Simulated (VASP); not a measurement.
A run of VASP 6.6.1 is set up as follows.

Contents of INCAR:

```
SYSTEM = Mg2PbN2
ALGO = Normal
EDIFF = 1E-6
ENCUT = 520
GGA = PE
ISIF = 2
ISMEAR = 0
LASPH = .True.
LCHARG = .False.
LREAL = .False.
LWAVE = .False.
NBANDS = 22
NELM = 100
PREC = Accurate
SIGMA = 0.01
```

KPOINTS

```
k-points
0
Gamma
  6 6 3
  0 0 0
```

Contents of POSCAR:

```
Mg2PbN2
1.0
    3.6268640000      0.0000000000      0.0000000000
   -1.8134320000      3.1409560000      0.0000000000
    0.0000000000      0.0000000000      6.5658920000
Mg Pb N
2 1 2
Direct
    0.6666670000      0.3333330000      0.1387760000
    0.3333330000      0.6666670000      0.8612240000
    0.0000000000      0.0000000000      0.5000000000
    0.6666670000      0.3333330000      0.7974550000
    0.3333330000      0.6666670000      0.2025450000
```

Potentials or basis: VASP PAW PBE potentials, release 64 (Mg, Pb_d, N).

Launch:

```console
$ cat potpaw_PBE.64/Mg/POTCAR potpaw_PBE.64/Pb_d/POTCAR potpaw_PBE.64/N/POTCAR > POTCAR
$ mpirun -np 1 vasp_std > vasp.out
```

(1) Predict the largest force.

(2) What does it give for the band gap on the k mesh?

(3) What does it give for the pressure?

Results:

(1) 0.005 eV/Å.

(2) 0.63 eV, indirect (least direct gap 1.37 eV).

(3) -0.4 GPa.

Caveat: spin-orbit coupling is left out, which as a rule narrows the gap of such compounds by several tenths of an eV; an odd mesh through Γ misses points on the zone boundary, where band edges often lie.
